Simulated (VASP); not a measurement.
A cell of Ho (hcp) near equilibrium:

```
CELL_PARAMETERS angstrom
      1.80496    -3.12629     0.00000
      1.80496     3.12629     0.00000
      0.00000     0.00000     5.55444
ATOMIC_POSITIONS crystal
  Ho 0.33333 0.66667 0.25000
  Ho 0.66667 0.33333 0.75000
```

Computed with r2SCAN meta-GGA, VASP's PBE PAW potentials (set 64) (plane waves; VASP).

The 4f electrons are frozen in the core of the lanthanide potential, so 4f levels, which can set the real gap, and their magnetism are missing.

| run | ΔE (meV/atom) | σxx | σyy | σzz | largest shear component, with its sign (GPa) | largest force (eV/Å) |
|---|---|---|---|---|---|---|
| as it is | 0.0 | 0.14 | 0.14 | 0.17 | 0.00 | 0.000 |
| after one change | 1.3 | 0.37 | 0.37 | 1.03 | 0.00 | 0.000 |
Stress is in GPa, positive when the cell is compressed.

Q: Which change was made?
A. atom 1 (Ho) moved by -0.025 Å along z
B. isotropic strain of +1.0 %
C. atom 1 (Ho) moved by -0.050 Å along z
D. uniaxial strain of -1.0 % along z

A: D, uniaxial strain of -1.0 % along z

The compound is Ho in the hcp structure.
